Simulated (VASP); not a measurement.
Input for VASP

POSCAR:
```
SrTiO3
1
    3.9681563999     0.0000000000     0.0000000000
   -0.0000000000     3.9681563999     0.0000000000
    0.0000000000    -0.0000000000     3.9681563999
Sr Ti O
1 1 3
Direct
  0.0000000000   0.0000000000   0.0000000000
  0.5000000000   0.5000000000   0.5000000000
  0.5000000000   0.0000000000   0.5000000000
  0.0000000000   0.5000000000   0.5000000000
  0.5000000000   0.5000000000   0.0000000000
```

KPOINTS:
```
Regular mesh
0
Gamma
  5 5 5
```

### INCAR
```
! general
SYSTEM   =  SrTiO3
PREC     =  Accurate
ENCUT    =  520
LREAL    =  .FALSE.
LASPH    =  .TRUE.

! electronic loop
EDIFF    =  1E-6
NELM     =  100
ALGO     =  Normal
LMAXMIX  =  4

! smearing
ISMEAR   =  0
SIGMA    =  0.05

! functional
GGA      =  RE

! ions
IBRION   =  2
NSW      =  60
ISIF     =  3
EDIFFG   =  -0.02

! output
LWAVE    =  .FALSE.
LCHARG   =  .FALSE.
```

POTCAR, in this order: Sr_sv Ti_sv O (PBE.64 set). Program: vasp_std.

Question: Write an equivalent input for Ansatz.

Answer: One equivalent input (not run):
Ansatz 0.2 input:
```yaml
crystal:
  lattice:
    - [3.9681564, 0.0000000, 0.0000000]
    - [0.0000000, 3.9681564, 0.0000000]
    - [0.0000000, 0.0000000, 3.9681564]
  atoms:
    - { symbol: Sr, position: [0.0000000, 0.0000000, 0.0000000] }
    - { symbol: Ti, position: [0.5000000, 0.5000000, 0.5000000] }
    - { symbol: O, position: [0.5000000, 0.0000000, 0.5000000] }
    - { symbol: O, position: [0.0000000, 0.5000000, 0.5000000] }
    - { symbol: O, position: [0.5000000, 0.5000000, 0.0000000] }
kpoints:
  mp_grid: { grid: [5, 5, 5] }
hamiltonian:
  xc: revpbe
  pseudopotentials: { kind: paw }
scf:
  occupations: { method: gaussian, width: 0.05 }
  max_iter: 100
relax:
  max_steps: 60
  f_tol: 0.02
  cell: {}
output: { forces: true, stress: true, eigenvalues: true }
```
The two are equivalent in intent, not identical: each code has its own PAW files, so the cut-off isn't converted (ENCUT is set for VASP's; basis.ecutwfc is left out, and Ansatz then takes the one that its files recommend); Ansatz stops its SCF on the density residual and VASP on the energy change (EDIFF).

The compound is SrTiO3 in the cubic perovskite structure, the ideal cubic form; the compound distorts at low or room temperature. It was relaxed first. The start is the result of an earlier pass.
